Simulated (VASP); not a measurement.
```
In2Se3
1.0
    3.97536     0.00045    -0.00062
    1.98646     3.44404    -0.00113
    0.01491     0.02599     9.85154
In Se
2 3
Direct
  0.33319   0.33433   0.81028
  0.66681   0.66567   0.18972
  0.00000   0.00000   0.00000
  0.33346   0.33128   0.32401
  0.66654   0.66872   0.67599
```

Method: r2SCAN meta-GGA, VASP's PBE PAW potentials (set 64) (plane waves; VASP). Run with 400 eV cut-off, 7×7×3 Γ-centred mesh, tetrahedra with Blöchl corrections, potentials In_d Se.

Unless said otherwise, spin-orbit coupling is left out, though it shifts the bands of the heavy elements here.

Task: Predict the energy per atom (σ→0), band gap (over mesh and band path) with the smallest direct gap where there is one.

Result: 
```
Item                                                    Result
---------------------------------------------  ---------------
band gap (over mesh and band path)                     0.48 eV
smallest direct gap (over mesh and band path)          0.88 eV
energy per atom (σ→0)                          -18264 meV/atom
```

The structure comes from a computed database's In2Se3 entry; how it stands against other phases isn't given here. It was relaxed first.
